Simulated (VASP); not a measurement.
GaN (zinc blende):

```yaml
crystal:
  lattice:
    - [0.00000, 2.26000, 2.26000]
    - [2.26000, 0.00000, 2.26000]
    - [2.26000, 2.26000, 0.00000]
  atoms:
    - { symbol: Ga, position: [0.00000, 0.00000, 0.00000] }
    - { symbol: N, position: [0.25000, 0.25000, 0.25000] }
```

The lowest empty band near Γ, direction [110], from PBE with spin-orbit coupling in VASP (PAW); its two spin partners are averaged. The gap over the points computed is 1.67 eV, and the next band on that side lies 8.36 eV away at the edge.

Run with 520 eV cut-off, 11×11×11 Γ-centred mesh, Gaussian smearing of 0.050 eV, potentials Ga_d N.

| distance from the edge in k (1/Å) | distance in energy (meV) |
|---|---|
| 0.012 | 3.6 |
| 0.018 | 8.1 |
| 0.025 | 15.6 |
| 0.035 | 30.2 |
| 0.050 | 60.5 |
| 0.070 | 114.6 |

Task: Fit E(1 + αE) = ħ²k²/2m* (ħ²/2m0 = 3.810 eV Å²) and predict the row at 0.095 1/Å.

Result: Least squares on the energies gives the electron mass m* = 0.151 m0 and α = 0.66 per eV, and so 200.5 meV. The run gave 200.0 meV, -0.5 meV from the fit.

Left out are points under 3 meV from the edge, since the levels carry 0.1 meV, and points farther than half the way to the next band.

The compound is GaN in the zinc blende structure, a metastable form; wurtzite is the usual one. The cell was not relaxed at this level.
